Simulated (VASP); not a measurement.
Here is the system:

```xyz
1
Lattice="2.5382 0.0000 0.0000 0.0000 2.5382 0.0000 0.0000 0.0000 2.5382" Properties=species:S:1:pos:R:3 pbc="T T T"
P      0.0000     0.0000     0.0000
```

Method: PBEsol GGA, VASP's PBE PAW potentials (set 64) (plane waves; VASP). Run with 400 eV cut-off, 9×9×9 Γ-centred mesh, Gaussian smearing of 0.050 eV, potentials P.

Energy and stress use the plane-wave basis of the starting cell.

Problem. The ions, cell shape and volume are relaxed. Which structure does the run end with?

Solution. 
```xyz
1
Lattice="2.4276 0.0000 0.0000 0.0000 2.4276 0.0000 0.0000 0.0000 2.4276" Properties=species:S:1:pos:R:3 pbc="T T T"
P      0.0000     0.0000     2.4276
```
Space group Pm-3m (221), at a tolerance of 0.03 Å.

Problem. How do energy and volume change from the first to the last step?

Solution. The energy (σ→0) changes by -93.3 meV/atom and the volume by -12.5 %, in 7 ionic steps.

The structure was generated: P was put into the simple-cubic type (Pm-3m), which need not be its known phase. This run relaxes it. Symmetry was kept, so distortions that lower it aren't found.
